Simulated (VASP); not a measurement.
Data:

```yaml
crystal:
  lattice:
    - [0.00000, 2.67680, 2.67680]
    - [2.67680, 0.00000, 2.67680]
    - [2.67680, 2.67680, 0.00000]
  atoms:
    - { symbol: Co, position: [0.00000, 0.00000, 0.00000] }
    - { symbol: Si, position: [0.25000, 0.25000, 0.25000] }
    - { symbol: Si, position: [0.75000, 0.75000, 0.75000] }
```

These are SCAN meta-GGA, VASP's PBE PAW potentials (set 64) (plane waves; VASP 6.6.1) values and carry that method's errors. Settings: 520 eV cut-off, 10×10×10 Γ-centred mesh, first-order Methfessel-Paxton smearing of 0.10 eV, potentials Co Si.

Q: What does the run give for the energy per atom (σ→0), pressure, band gap (on the k-mesh) with the smallest direct gap where there is one?

A: 
```yaml
band gap (on the k-mesh): none (metal, semimetal or under 0.01 eV)
energy per atom (σ→0): -12.824 eV/atom
pressure: -5.46 GPa
```

Only differences to runs with the same potentials and settings are physical.

The compound is CoSi2 in the fluorite structure. This cell is one point of a volume scan, at 1.03 of the reference volume. The run is not spin-polarised, so no magnetic state was tried. The electron count is odd and the run is not spin-polarised, which forces a metal.
